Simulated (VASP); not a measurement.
Calculation: r2SCAN meta-GGA, VASP's PBE PAW potentials (set 64) (plane waves; VASP 6.6.1).

VASP ran on this input.

**KPOINTS**
```
Automatic mesh
0
Gamma
15 15 8
0 0 0
```

**POSCAR**
```
Cr
1.0
  2.4406201175   0.0000000000   0.0000000000
 -1.2203100588   2.1136394583   0.0000000000
  0.0000000000   0.0000000000   4.4177976717
Cr
2
Cart
 -0.0000012203   1.4090936767   1.1044494179
  1.2203112790   0.7045457816   3.3133482538
```

### INCAR
```
SYSTEM = Cr
PREC = Accurate; ENCUT = 400; LREAL = .FALSE.
LASPH = .TRUE.
EDIFF = 1E-6; NELM = 100; ALGO = Normal
LMAXMIX = 4; LMIXTAU = .TRUE.
ISMEAR = 1; SIGMA = 0.1
METAGGA = R2SCAN
IBRION = 2; NSW = 60; ISIF = 3
EDIFFG = -0.01
LWAVE = .FALSE.; LCHARG = .FALSE.
```

POTCAR, in this order: Cr_pv (PBE.64 set). Program: vasp_std.

The run wrote:

OSZICAR:
```
       N       E                     dE             d eps       ncg     rms          rms(c)
DAV:   1     0.191287617604E+03    0.19129E+03   -0.13652E+04  4352   0.165E+03
DAV:   2    -0.298982358642E+02   -0.22119E+03   -0.21987E+03  4528   0.472E+02
DAV:   3    -0.369156701314E+02   -0.70174E+01   -0.68716E+01  5624   0.960E+01
DAV:   4    -0.370175908673E+02   -0.10192E+00   -0.10185E+00  5416   0.116E+01
DAV:   5    -0.370200351954E+02   -0.24443E-02   -0.24440E-02  6424   0.131E+00    0.220E+01
DAV:   6    -0.292596469974E+02    0.77604E+01   -0.32203E+01  4584   0.746E+01    0.437E+00
DAV:   7    -0.283495690530E+02    0.91008E+00   -0.82250E-01  4744   0.128E+01    0.255E+00
DAV:   8    -0.291050842708E+02   -0.75552E+00   -0.34151E-01  5016   0.511E+00    0.156E+00
DAV:   9    -0.275230863503E+02    0.15820E+01   -0.16180E+00  4672   0.918E+00    0.182E+00
DAV:  10    -0.280435060864E+02   -0.52042E+00   -0.32167E-01  4760   0.367E+00    0.121E+00
DAV:  11    -0.280893140242E+02   -0.45808E-01   -0.13906E-02  7792   0.673E-01    0.147E+00
DAV:  12    -0.286516262314E+02   -0.56231E+00   -0.39097E-01  4640   0.425E+00    0.284E+00
DAV:  13    -0.286348038592E+02    0.16822E-01   -0.86590E-03  4800   0.984E-01    0.894E-01
DAV:  14    -0.286751277309E+02   -0.40324E-01   -0.16912E-02  4424   0.156E+00    0.810E-01
DAV:  15    -0.286743451348E+02    0.78260E-03   -0.91068E-04  5232   0.400E-01    0.766E-01
DAV:  16    -0.286723645640E+02    0.19806E-02   -0.16897E-03  4920   0.504E-01    0.593E-01
DAV:  17    -0.286700080565E+02    0.23565E-02   -0.13743E-02  4848   0.136E+00    0.914E-02
DAV:  18    -0.286698542564E+02    0.15380E-03   -0.43705E-04  7832   0.155E-01    0.895E-02
DAV:  19    -0.286699458661E+02   -0.91610E-04   -0.88959E-05  4968   0.108E-01    0.119E-01
DAV:  20    -0.286699027233E+02    0.43143E-04   -0.12194E-04  5216   0.117E-01    0.981E-02
DAV:  21    -0.286699137737E+02   -0.11050E-04   -0.24291E-05  6192   0.440E-02    0.204E-02
DAV:  22    -0.286698958268E+02    0.17947E-04   -0.74692E-06  4600   0.322E-02    0.115E-02
DAV:  23    -0.286698844598E+02    0.11367E-04   -0.14854E-06  2616   0.138E-02    0.139E-02
DAV:  24    -0.286698849414E+02   -0.48157E-06   -0.19834E-07  2160   0.487E-03
   1 F= -.28669885E+02 E0= -.28669568E+02  d E =-.286699E+02
       N       E                     dE             d eps       ncg     rms          rms(c)
DAV:   1    -0.301584029175E+02   -0.14885E+01   -0.33977E+01  4640   0.894E+01    0.971E+00
DAV:   2    -0.286757564404E+02    0.14826E+01   -0.10950E+01  4760   0.350E+01    0.158E+00
DAV:   3    -0.286582695177E+02    0.17487E-01   -0.17667E-01  4648   0.489E+00    0.949E-01
DAV:   4    -0.286387898875E+02    0.19480E-01   -0.54843E-02  5448   0.207E+00    0.741E-01
DAV:   5    -0.286479880329E+02   -0.91981E-02   -0.28064E-03  5088   0.506E-01    0.728E-01
DAV:   6    -0.286409831257E+02    0.70049E-02   -0.30433E-02  4528   0.193E+00    0.189E+00
DAV:   7    -0.286508857151E+02   -0.99026E-02   -0.99371E-03  4488   0.124E+00    0.344E-01
DAV:   8    -0.286530236717E+02   -0.21380E-02   -0.31719E-03  4592   0.621E-01    0.169E-01
DAV:   9    -0.286527590727E+02    0.26460E-03   -0.19669E-04  5336   0.185E-01    0.253E-02
DAV:  10    -0.286529549925E+02   -0.19592E-03   -0.58223E-05  5008   0.730E-02    0.167E-02
DAV:  11    -0.286527830275E+02    0.17196E-03   -0.17022E-05  4576   0.514E-02    0.499E-03
DAV:  12    -0.286527983116E+02   -0.15284E-04   -0.28665E-06  4472   0.148E-02    0.129E-03
DAV:  13    -0.286527803584E+02    0.17953E-04   -0.29639E-07  2168   0.565E-03    0.485E-04
DAV:  14    -0.286527919156E+02   -0.11557E-04   -0.97151E-08  2160   0.242E-03    0.161E-03
DAV:  15    -0.286527966203E+02   -0.47046E-05   -0.74901E-08  2160   0.255E-03    0.115E-03
DAV:  16    -0.286527962329E+02    0.38734E-06   -0.40065E-08  2160   0.127E-03
   2 F= -.28652796E+02 E0= -.28652456E+02  d E =0.170887E-01
       N       E                     dE             d eps       ncg     rms          rms(c)
DAV:   1    -0.292555989803E+02   -0.60280E+00   -0.12553E+01  4496   0.523E+01    0.666E+00
DAV:   2    -0.286832571030E+02    0.57234E+00   -0.37713E+00  4728   0.222E+01    0.138E+00
DAV:   3    -0.286814142602E+02    0.18428E-02   -0.45241E-02  4608   0.277E+00    0.760E-01
DAV:   4    -0.286711939534E+02    0.10220E-01   -0.23473E-02  5144   0.151E+00    0.420E-01
DAV:   5    -0.286546436950E+02    0.16550E-01   -0.36544E-03  5712   0.561E-01    0.739E-01
DAV:   6    -0.286795876488E+02   -0.24944E-01   -0.12534E-02  4384   0.120E+00    0.434E-01
DAV:   7    -0.286793403898E+02    0.24726E-03   -0.40859E-04  5080   0.274E-01    0.318E-01
DAV:   8    -0.286797565478E+02   -0.41616E-03   -0.22351E-04  4928   0.166E-01    0.259E-01
DAV:   9    -0.286797130949E+02    0.43453E-04   -0.13967E-05  7008   0.348E-02    0.204E-01
DAV:  10    -0.286797770598E+02   -0.63965E-04   -0.51417E-06  4544   0.284E-02    0.160E-01
DAV:  11    -0.286796678426E+02    0.10922E-03   -0.15462E-05  4704   0.342E-02    0.469E-02
DAV:  12    -0.286797220479E+02   -0.54205E-04   -0.26837E-06  4144   0.209E-02    0.474E-02
DAV:  13    -0.286797007818E+02    0.21266E-04   -0.29613E-07  2168   0.734E-03    0.321E-02
DAV:  14    -0.286797143658E+02   -0.13584E-04   -0.25564E-07  2160   0.518E-03    0.110E-02
DAV:  15    -0.286797037005E+02    0.10665E-04   -0.85112E-08  2160   0.357E-03    0.686E-04
DAV:  16    -0.286797041297E+02   -0.42917E-06   -0.45529E-08  2160   0.199E-03
   3 F= -.28679704E+02 E0= -.28679381E+02  d E =-.981919E-02
       N       E                     dE             d eps       ncg     rms          rms(c)
DAV:   1    -0.286863860045E+02   -0.66823E-02   -0.20247E-01  4320   0.461E+00    0.562E-01
DAV:   2    -0.286804771508E+02    0.59089E-02   -0.11176E-02  5440   0.125E+00    0.254E-01
DAV:   3    -0.286798682974E+02    0.60885E-03   -0.32574E-03  6752   0.484E-01    0.795E-02
DAV:   4    -0.286799038055E+02   -0.35508E-04   -0.37347E-04  4576   0.217E-01    0.490E-02
DAV:   5    -0.286799505273E+02   -0.46722E-04   -0.78323E-05  5400   0.828E-02    0.273E-02
DAV:   6    -0.286801946947E+02   -0.24417E-03   -0.61948E-05  4432   0.712E-02    0.748E-03
DAV:   7    -0.286801627099E+02    0.31985E-04   -0.14830E-05  6400   0.358E-02    0.399E-03
DAV:   8    -0.286802046726E+02   -0.41963E-04   -0.45432E-06  4352   0.226E-02    0.281E-03
DAV:   9    -0.286801997864E+02    0.48863E-05   -0.15272E-07  2160   0.391E-03    0.124E-03
DAV:  10    -0.286802085664E+02   -0.87801E-05   -0.17732E-07  2160   0.412E-03    0.105E-03
DAV:  11    -0.286802022931E+02    0.62733E-05   -0.86893E-08  2160   0.252E-03    0.443E-04
DAV:  12    -0.286802045844E+02   -0.22913E-05   -0.51292E-08  2160   0.125E-03    0.347E-04
DAV:  13    -0.286802052367E+02   -0.65230E-06   -0.38132E-08  2160   0.110E-03
   4 F= -.28680205E+02 E0= -.28679939E+02  d E =-.501107E-03
```

**OUTCAR**
```
------------------------ aborting loop because EDIFF is reached ----------------------------------------
  FORCE on cell =-STRESS in cart. coord.  units (eV):
  Direction    XX          YY          ZZ          XY          YZ          ZX
  --------------------------------------------------------------------------------------
  Total        0.0034373      0.0034373     -0.0136644     -0.0000000      0.0000000      0.0000000
  in kB        0.2360927      0.2360928     -0.9385563     -0.0000000      0.0000000      0.0000000
  external PRESSURE =      -0.1554569 kB  Pullay stress =       0.0000000 kB
  volume of cell :       23.33
      direct lattice vectors                 reciprocal lattice vectors
     2.453290338 -0.000000000 -0.000000000     0.407615839  0.235337065 -0.000000000
    -1.226645169  2.124612198  0.000000000     0.000000000  0.470674131 -0.000000000
     0.000000000  0.000000000  4.475195859     0.000000000 -0.000000000  0.223453907
 POSITION                                       TOTAL-FORCE (eV/Angst)
 -----------------------------------------------------------------------------------
     -0.00000      1.41641      1.11880        -0.000000     -0.000000      0.000000
      1.22665      0.70820      3.35640         0.000000      0.000000      0.000000
 -----------------------------------------------------------------------------------
    total drift:                                0.000077     -0.000045      0.000114
  FREE ENERGIE OF THE ION-ELECTRON SYSTEM (eV)
  ---------------------------------------------------
  free  energy   TOTEN  =       -28.6802052367 eV

  energy  without entropy=      -28.6794075161  energy(sigma->0) =      -28.67993933

 reached required accuracy - stopping structural energy minimisation
```
(Selected blocks of OUTCAR.)

CONTCAR:
```
Cr
   1.00000000000000
     2.4532903384849818   -0.0000000000002971   -0.0000000000000000
    -1.2266451692930078    2.1246121982889128    0.0000000000000000
     0.0000000000000000    0.0000000000000000    4.4751958592375312
  Cr
     2
Direct
     0.3333330000000032    0.6666669999999968    0.2500000000000000
     0.6666669999999968    0.3333330000000032    0.7500000000000000
```

Energy and stress use the plane-wave basis of the starting cell.

The structure was generated: Cr was put into the hcp type (P6_3/mmc), which need not be its known phase. This run relaxes it. Symmetry was kept, so distortions that lower it aren't found. The start is the result of an earlier pass. The run is not spin-polarised, so no magnetic state was tried.
